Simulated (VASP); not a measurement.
Computed with vdW-DF-cx, VASP's PBE PAW potentials (set 64) (plane waves; VASP 6.6.1).

VASP input:

**POSCAR**
```
BN
1.0
  1.2492962456  -2.1638447871   0.0000000000
  1.2492962456   2.1638447871   0.0000000000
  0.0000000000   0.0000000000   4.1335134030
B N
2 2
Cart
  1.2492962456  -0.7212830383   2.0681713919
  1.2492962456   0.7212830383   0.0014146904
  1.2492962456  -0.7212830383   3.6154095372
  1.2492962456   0.7212830383   1.5486528357
```

### KPOINTS
```
Automatic mesh
0
Gamma
10 10 5
0 0 0
```

**INCAR**
```
# general
SYSTEM    =  BN
PREC      =  Accurate
ENCUT     =  520   # plane-wave cut-off (eV)
LREAL     =  .FALSE.   # projection in real space or not
LASPH     =  .TRUE.   # aspherical one-centre terms

# electronic loop
EDIFF     =  1E-7
NELM      =  100
ALGO      =  Normal

# smearing
ISMEAR    =  0
SIGMA     =  0.05   # width (eV)

# functional
GGA       =  CX
LUSE_VDW  =  .TRUE.
AGGAC     =  0.0

# ions
IBRION    =  2   # conjugate gradients
NSW       =  30   # most ionic steps
ISIF      =  4
EDIFFG    =  -0.01   # ionic stop

# output
LWAVE     =  .FALSE.
LCHARG    =  .FALSE.
```

POTCAR, in this order: B N (PBE.64 set). Program: vasp_std.

The resulting files:

**OSZICAR**
```
       N       E                     dE             d eps       ncg     rms          rms(c)
DAV:   1     0.558728842725E+02    0.55873E+02   -0.88031E+03  1016   0.131E+03
DAV:   2    -0.311891736967E+02   -0.87062E+02   -0.80881E+02  1432   0.278E+02
DAV:   3    -0.334836072509E+02   -0.22944E+01   -0.22863E+01  1332   0.458E+01
DAV:   4    -0.334949491385E+02   -0.11342E-01   -0.11335E-01  1252   0.332E+00
DAV:   5    -0.334950671867E+02   -0.11805E-03   -0.11803E-03  1312   0.320E-01    0.101E+01
DAV:   6    -0.315803205463E+02    0.19147E+01   -0.48854E+00  1232   0.186E+01    0.491E+00
DAV:   7    -0.314138123092E+02    0.16651E+00   -0.29455E-01  1236   0.511E+00    0.285E+00
DAV:   8    -0.313771984987E+02    0.36614E-01   -0.73438E-02  1164   0.244E+00    0.230E-01
DAV:   9    -0.313763000474E+02    0.89845E-03   -0.24531E-03  1296   0.516E-01    0.116E-01
DAV:  10    -0.313764455949E+02   -0.14555E-03   -0.25810E-04  1208   0.165E-01    0.229E-02
DAV:  11    -0.313764456667E+02   -0.71838E-07   -0.41078E-05  1288   0.569E-02    0.100E-02
DAV:  12    -0.313764467509E+02   -0.10841E-05   -0.35178E-06  1264   0.198E-02    0.175E-03
DAV:  13    -0.313764468362E+02   -0.85359E-07   -0.11163E-07   904   0.363E-03
   1 F= -.31376447E+02 E0= -.31376447E+02  d E =-.313764E+02
       N       E                     dE             d eps       ncg     rms          rms(c)
DAV:   1    -0.313763692557E+02    0.77495E-04   -0.32689E-02  1148   0.175E+00    0.350E-02
DAV:   2    -0.313763947259E+02   -0.25470E-04   -0.38454E-04  1256   0.198E-01    0.218E-02
DAV:   3    -0.313763872113E+02    0.75146E-05   -0.11504E-05  1284   0.367E-02    0.584E-03
DAV:   4    -0.313763873216E+02   -0.11034E-06   -0.31247E-06  1280   0.158E-02    0.244E-03
DAV:   5    -0.313763872862E+02    0.35349E-07   -0.20592E-07   892   0.523E-03
   2 F= -.31376387E+02 E0= -.31376387E+02  d E =0.595500E-04
       N       E                     dE             d eps       ncg     rms          rms(c)
DAV:   1    -0.313765075514E+02   -0.12023E-03   -0.10948E-02  1140   0.101E+00    0.203E-02
DAV:   2    -0.313765162595E+02   -0.87081E-05   -0.12874E-04  1256   0.114E-01    0.127E-02
DAV:   3    -0.313765136406E+02    0.26189E-05   -0.38973E-06  1272   0.213E-02    0.336E-03
DAV:   4    -0.313765136410E+02   -0.36698E-09   -0.10505E-06  1280   0.917E-03    0.141E-03
DAV:   5    -0.313765136214E+02    0.19619E-07   -0.66580E-08   688   0.300E-03
   3 F= -.31376514E+02 E0= -.31376514E+02  d E =-.667851E-04
```

OUTCAR:
```
------------------------ aborting loop because EDIFF is reached ----------------------------------------
  FORCE on cell =-STRESS in cart. coord.  units (eV):
  Direction    XX          YY          ZZ          XY          YZ          ZX
  --------------------------------------------------------------------------------------
  Total        3.6468041      3.6468048      3.6829624      0.0000000     -0.0000000      0.0000000
  in kB      261.4460768    261.4461309    264.0383314      0.0000000     -0.0000000      0.0000000
  external PRESSURE =     262.3101797 kB  Pullay stress =       0.0000000 kB
  volume of cell :       22.35
      direct lattice vectors                 reciprocal lattice vectors
     1.249165650 -2.163618597 -0.000000000     0.400267170 -0.231094335  0.000000000
     1.249165650  2.163618597  0.000000000     0.400267170  0.231094335  0.000000000
    -0.000000000  0.000000000  4.134377719     0.000000000 -0.000000000  0.241874369
  FREE ENERGIE OF THE ION-ELECTRON SYSTEM (eV)
  ---------------------------------------------------
  free  energy   TOTEN  =       -31.3765136214 eV

  energy  without entropy=      -31.3765136214  energy(sigma->0) =      -31.37651362

 reached required accuracy - stopping structural energy minimisation
```
(Selected blocks of OUTCAR.)

CONTCAR:
```
BN
   1.00000000000000
     1.2491656501314121   -2.1636185970856818   -0.0000000000000000
     1.2491656501314121    2.1636185970856818    0.0000000000000000
    -0.0000000000000000    0.0000000000000000    4.1343777187864514
  B               N
     2     2
Direct
     0.6666669999999968    0.3333330000000032    0.5005318335014332
     0.3333330000000032    0.6666669999999968    0.0005318335014331
     0.6666669999999968    0.3333330000000032    0.8744681664985668
     0.3333330000000032    0.6666669999999968    0.3744681664985668
```

The compound is BN in the wurtzite structure, a metastable high-pressure form. This cell is one point of a volume scan, at 0.94 of the reference volume. Symmetry was kept, so distortions that lower it aren't found.
